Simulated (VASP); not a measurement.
TiTe2 (relaxed from the pyrite structure, space group Pa-3): computed properties

Calculation: r2SCAN meta-GGA, VASP's PBE PAW potentials (set 64) (plane waves; VASP).

```json
{
  "space_group": "Pa-3 (205)",
  "cell": "a = b = c = 6.838 Å, α = β = γ = 90.00°",
  "volume_per_atom": "26.65 Å^3/atom",
  "band gap (over mesh and band path)": "none (metal, semimetal or under 0.01 eV)",
  "density": "6.30 g/cm³"
}
```

```
TiTe2
1.0
    6.83819     0.00000     0.00000
    0.00000     6.83819     0.00000
    0.00000     0.00000     6.83819
Ti Te
4 8
Direct
  0.00000   0.00000   0.00000
  0.50000   0.50000   0.00000
  0.00000   0.50000   0.50000
  0.50000   0.00000   0.50000
  0.36114   0.36114   0.36114
  0.86114   0.13886   0.63886
  0.63886   0.86114   0.13886
  0.13886   0.63886   0.86114
  0.63886   0.63886   0.63886
  0.13886   0.86114   0.36114
  0.36114   0.13886   0.86114
  0.86114   0.36114   0.13886
```

Unless said otherwise, spin-orbit coupling is left out, though it shifts the bands of the heavy elements here.

The structure was generated: TiTe2 was put into the pyrite type (Pa-3), which need not be its known phase. It was relaxed first, which changed the volume by -19 %. Symmetry was kept, so distortions that lower it aren't found.
